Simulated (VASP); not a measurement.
Output of a VASP run:

File OSZICAR:
```
       N       E                     dE             d eps       ncg     rms          rms(c)
DAV:   1     0.952209687067E+02    0.95221E+02   -0.78571E+03   424   0.112E+03
DAV:   2    -0.120205972378E+01   -0.96423E+02   -0.93244E+02   481   0.265E+02
DAV:   3    -0.500374178898E+01   -0.38017E+01   -0.37958E+01   486   0.557E+01
DAV:   4    -0.504233368868E+01   -0.38592E-01   -0.38589E-01   584   0.482E+00
DAV:   5    -0.504244121743E+01   -0.10753E-03   -0.10753E-03   486   0.241E-01    0.516E+00
DAV:   6    -0.482024329385E+01    0.22220E+00   -0.46796E-01   466   0.862E+00    0.425E+00
DAV:   7    -0.480517235424E+01    0.15071E-01   -0.11660E-01   466   0.247E+00    0.168E+00
DAV:   8    -0.480603213074E+01   -0.85978E-03   -0.10008E-02   421   0.137E+00    0.481E-01
DAV:   9    -0.480638541311E+01   -0.35328E-03   -0.99552E-04   491   0.357E-01    0.105E-01
DAV:  10    -0.480645577789E+01   -0.70365E-04   -0.12641E-04   441   0.117E-01    0.517E-02
DAV:  11    -0.480650151005E+01   -0.45732E-04   -0.87888E-05   434   0.641E-02    0.350E-02
DAV:  12    -0.480650034414E+01    0.11659E-05   -0.34256E-06   507   0.162E-02    0.199E-02
DAV:  13    -0.480650019775E+01    0.14639E-06   -0.65827E-07   441   0.438E-03    0.121E-02
DAV:  14    -0.480650022381E+01   -0.26060E-07   -0.96770E-07   441   0.654E-03
   1 F= -.48065002E+01 E0= -.48065002E+01  d E =-.142278E-11
```

**OUTCAR**
```
------------------------ aborting loop because EDIFF is reached ----------------------------------------
  FORCE on cell =-STRESS in cart. coord.  units (eV):
  Direction    XX          YY          ZZ          XY          YZ          ZX
  --------------------------------------------------------------------------------------
  Total        0.1168524      0.1168524      0.1168524     -0.0000000     -0.0000000     -0.0000000
  in kB        2.5951362      2.5951362      2.5951362     -0.0000000     -0.0000000     -0.0000000
  external PRESSURE =       2.5951362 kB  Pullay stress =       0.0000000 kB
  volume of cell :       72.14
      direct lattice vectors                 reciprocal lattice vectors
     0.000000000  3.304096256  3.304096256    -0.151327310  0.151327310  0.151327310
     3.304096256  0.000000000  3.304096256     0.151327310 -0.151327310  0.151327310
     3.304096256  3.304096256  0.000000000     0.151327310  0.151327310 -0.151327310
  FREE ENERGIE OF THE ION-ELECTRON SYSTEM (eV)
  ---------------------------------------------------
  free  energy   TOTEN  =        -4.8065002238 eV

  energy  without entropy=       -4.8065002238  energy(sigma->0) =       -4.80650022
```
(Selected blocks of OUTCAR.)

POSCAR:
```
CdTe
1
   -0.0000000000     3.3040962559     3.3040962559
    3.3040962559    -0.0000000000     3.3040962559
    3.3040962559     3.3040962559     0.0000000000
Cd Te
1 1
Direct
  0.0000000000   0.0000000000   0.0000000000
  0.2500000000   0.2500000000   0.2500000000
```

**Question.** Reconstruct the remaining input files.

**Answer.** This is not unique; one that fits is the input of the run itself, PBE GGA, plane waves, VASP's PBE PAW potentials (set 64).

File KPOINTS:
```
Automatic mesh
0
Gamma
6 6 6
0 0 0
```

INCAR:
```
! general
SYSTEM  = CdTe
PREC    = Accurate
ENCUT   = 480
LREAL   = F
LASPH   = T

! electronic loop
EDIFF   = 1E-7
NELM    = 100
ALGO    = Normal
LMAXMIX = 4

! smearing
ISMEAR  = 0
SIGMA   = 0.05

! functional
GGA     = PE

! ions
ISIF    = 2

! output
LWAVE   = F
LCHARG  = F
```

POTCAR, in this order: Cd Te (PBE.64 set). Program: vasp_std.

The compound is CdTe in the zinc blende structure. It was relaxed first, which changed the volume by +6 %.
